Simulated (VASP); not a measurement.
Calculation: revPBE GGA, VASP's PBE PAW potentials (set 64) (plane waves; VASP).

The input files of a VASP run:

POSCAR:
```
Nb
1.0
 -1.6618239986   1.6618239986   1.6618239986
  1.6618239986  -1.6618239986   1.6618239986
  1.6618239986   1.6618239986  -1.6618239986
Nb
1
Cartesian
  0.0000000000   0.0000000000   0.0000000000
```

INCAR:
```
SYSTEM = Nb
PREC = Accurate
ENCUT = 520
EDIFF = 1E-6
NELM = 100
ALGO = Normal
LREAL = .FALSE.
LASPH = .TRUE.
ISMEAR = 1
SIGMA = 0.1
GGA = RE
LMAXMIX = 4
LWAVE = .FALSE.
LCHARG = .FALSE.
IBRION = 2
ISIF = 3
NSW = 60
EDIFFG = -0.01
```

**KPOINTS**
```
kpoints
0
Gamma
  14 14 14
0 0 0
```

POTCAR, in this order: Nb_sv (PBE.64 set). Program: vasp_std.

Problem. Predict the energy per atom (σ→0), band gap (on the k-mesh).

Solution. 
| Item | Value |
|---|---|
| energy per atom (σ→0) | -9.804 eV/atom |
| band gap (on the k-mesh) | none (metal, semimetal or under 0.01 eV) |

OSZICAR:
```
...
DAV:   6    -0.984056684787E+01    0.38727E+00   -0.77813E-01  3218   0.119E+01    0.237E+00
DAV:   7    -0.979782720831E+01    0.42740E-01   -0.23956E-01  3238   0.656E+00    0.959E-01
DAV:   8    -0.980361075999E+01   -0.57836E-02   -0.12748E-02  2424   0.174E+00    0.654E-02
DAV:   9    -0.980364934081E+01   -0.38581E-04   -0.13131E-03  3678   0.433E-01    0.497E-02
DAV:  10    -0.980367199479E+01   -0.22654E-04   -0.29967E-05  2532   0.933E-02    0.183E-02
DAV:  11    -0.980366386257E+01    0.81322E-05   -0.76229E-06  2346   0.560E-02    0.315E-03
DAV:  12    -0.980366364861E+01    0.21396E-06   -0.22292E-07  1246   0.784E-03
   1 F= -.98036636E+01 E0= -.98035152E+01  d E =-.980366E+01
```

The compound is Nb in the bcc structure. It was relaxed first. The start is the result of an earlier pass.
